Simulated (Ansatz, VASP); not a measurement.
SiP5 in VASP and in Ansatz

```xyz
6
Lattice="5.6238 0.0000 0.0000 0.0000 5.6238 0.0000 0.0000 0.0000 3.5208" Properties=species:S:1:pos:R:3 pbc="T T T"
Si    0.0000    0.0000    1.7604
P     3.9625    0.0000    0.0000
P     1.6613    0.0000    0.0000
P     0.0000    1.6613    0.0000
P     0.0000    3.9625    0.0000
P     2.8119    2.8119    1.7604
```

Alike in both runs: functional PBE; k mesh 3 × 3 × 4; occupations gaussian, width 0.2 eV; no spin polarisation.

Ansatz relaxed the structure, and its values are those at the end. VASP's run is a single point on that final structure, the one shown.

|  | VASP | Ansatz |
| --- | --- | --- |
| version | VASP 6.6.1 | Ansatz 0.2.0 |
| potentials or method | VASP PAW PBE potentials, release 64 (Si, P) | scalar-relativistic, plane waves, PAW |
| plane-wave cutoff (eV) | 520 | 420 |
| valence electrons in the cell | 29 | 29 |

Ansatz gave:

```
gap on the k mesh at the Fermi level (eV) : none
pressure (GPa)                            : 0.3
rms of the force components (eV/Å)        : 0.005
```

Problem. Which values does VASP return?

Solution. gap on the k mesh at the Fermi level (eV): none; pressure (GPa): 0.1; rms of the force components (eV/Å): 0.021.

A gap of «none» marks a metal or a gap that the smearing closes.

Caveats: the k mesh is coarse (spacing up to 0.45 Å⁻¹), so the values aren't converged.
